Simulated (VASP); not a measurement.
The system is SrZr2O3.

```
CELL_PARAMETERS angstrom
6.11880 0.07369 -0.01308
0.03778 3.22406 0.00122
-1.12204 -0.00998 8.43705
ATOMIC_POSITIONS crystal
Sr 0.74239 0.72998 0.99905
Sr 0.24079 0.27455 0.99646
Zr 0.90292 0.23610 0.64566
Zr 0.35647 0.77267 0.66969
Zr 0.07408 0.75170 0.34433
Zr 0.63556 0.23672 0.34005
O 0.66695 0.75151 0.56243
O 0.31436 0.34331 0.45556
O 0.06235 0.76198 0.83710
O 0.53569 0.30816 0.80838
O 0.95171 0.29645 0.19155
O 0.46266 0.72399 0.19242
```

The cell was built by a generator and needn't be a form met in nature.

| Quantity | Value |
| --- | --- |
| Program | VASP 6.6.1 |
| Task | relaxation of cell and atoms |
| Functional | PBE |
| Potentials or basis | VASP PAW PBE potentials, release 64 (Sr_sv, Zr_sv, O) |
| Cutoff | 520 eV |
| k mesh | 4 × 7 × 3 |
| Occupations | gaussian, width 0.15 eV |
| Spin | no spin polarisation |

At the start: pressure 6.1 GPa; volume 13.86 Å³/atom.

Q: How do energy, volume and symmetry change on relaxing?

A: Over 16 steps the energy falls by 115.3 meV/atom and the volume is 14.12 Å³/atom (+1.8 %); space group P2_1/m (No. 11, to 0.05 Å).

Step by step:
| step | energy change (eV) | largest force (eV/Å) | pressure (GPa) | volume (Å³) |
| --- | --- | --- | --- | --- |
| 1 | 0.0000 | 2.2308 | 6.08 | 166.37 |
| 2 | -0.8269 | 0.9439 | -7.97 | 179.29 |
| 3 | -0.8709 | 1.0789 | -5.82 | 176.61 |
| 4 | -1.2548 | 0.7433 | 1.23 | 168.01 |
| 5 | -1.2556 | 0.7603 | 0.94 | 168.35 |
| 6 | -1.3327 | 0.3970 | 0.35 | 168.95 |
| 7 | -1.3434 | 0.5005 | 0.14 | 169.28 |
| 8 | -1.3719 | 0.2250 | -0.36 | 169.81 |
| 9 | -1.3756 | 0.1758 | -0.58 | 170.07 |
| 10 | -1.3796 | 0.0835 | 0.67 | 168.73 |
| 11 | -1.3802 | 0.0803 | 0.39 | 169.08 |
| 12 | -1.3821 | 0.0708 | -0.03 | 169.49 |
| 13 | -1.3821 | 0.0699 | -0.01 | 169.47 |
| 14 | -1.3830 | 0.0478 | -0.04 | 169.55 |
| 15 | -1.3834 | 0.0574 | -0.10 | 169.65 |
| 16 | -1.3839 | 0.0274 | 0.13 | 169.43 |

Final structure:
```cif
data_structure
_symmetry_space_group_name_H-M 'P 1'
_symmetry_Int_Tables_number 1
_cell_length_a 6.1907
_cell_length_b 3.1753
_cell_length_c 8.6903
_cell_angle_alpha 89.983
_cell_angle_beta 97.336
_cell_angle_gamma 90.015
_cell_volume 169.43
loop_
_atom_site_label
_atom_site_type_symbol
_atom_site_fract_x
_atom_site_fract_y
_atom_site_fract_z
_atom_site_occupancy
Sr1 Sr 0.74259 0.76648 0.00026 1
Sr2 Sr 0.24923 0.26595 0.00676 1
Zr1 Zr 0.90617 0.26533 0.65481 1
Zr2 Zr 0.35852 0.76514 0.65903 1
Zr3 Zr 0.08375 0.76503 0.35277 1
Zr4 Zr 0.63210 0.26553 0.34808 1
O1 O 0.66792 0.76578 0.55413 1
O2 O 0.32198 0.26564 0.45284 1
O3 O 0.04340 0.76549 0.82068 1
O4 O 0.53210 0.26572 0.81929 1
O5 O 0.94818 0.26515 0.18667 1
O6 O 0.45999 0.76586 0.18736 1
```
